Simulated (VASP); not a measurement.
Data:

```
YN
1.0
    0.00000     2.45922     2.45922
    2.45922     0.00000     2.45922
    2.45922     2.45922     0.00000
Y N
1 1
Direct
  0.00000   0.00000   0.00000
  0.50000   0.50000   0.50000
```

All values below come from PBE GGA with D3 dispersion (zero damping), VASP's PBE PAW potentials (set 64) (plane waves; VASP). Settings: 520 eV cut-off, 9×9×9 Γ-centred mesh, Gaussian smearing of 0.050 eV, potentials Y_sv N.

### Question
Predict the energy per atom (σ→0), pressure.

### Answer

- energy per atom (σ→0) = -9.345 eV/atom
- pressure = -4.63 GPa

The compound is YN in the rock salt structure. This cell is one point of a volume scan, at 1.03 of the reference volume.
